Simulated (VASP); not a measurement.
Given:

```xyz
3
Lattice="0.0000 3.1890 3.1890 3.1890 0.0000 3.1890 3.1890 3.1890 0.0000" Properties=species:S:1:pos:R:3 pbc="T T T"
Mg     1.5945     1.5945     1.5945
Mg     4.7835     4.7835     4.7835
Ge     0.0000     0.0000     0.0000
```

Computed with rev-vdW-DF2, VASP's PBE PAW potentials (set 64) (plane waves; VASP). Run with 520 eV cut-off, Gaussian smearing of 0.050 eV, potentials Mg Ge_d.

Q: Predict the band gap (along the path) with the smallest direct gap where there is one.

A: 
```
Property                               Result
------------------------------------  -------
band gap (along the path)             0.19 eV
smallest direct gap (along the path)  1.05 eV
```

The absolute energy has meaning only against runs of the same code, potentials and settings.

The compound is Mg2Ge in the antifluorite structure. It was relaxed first.
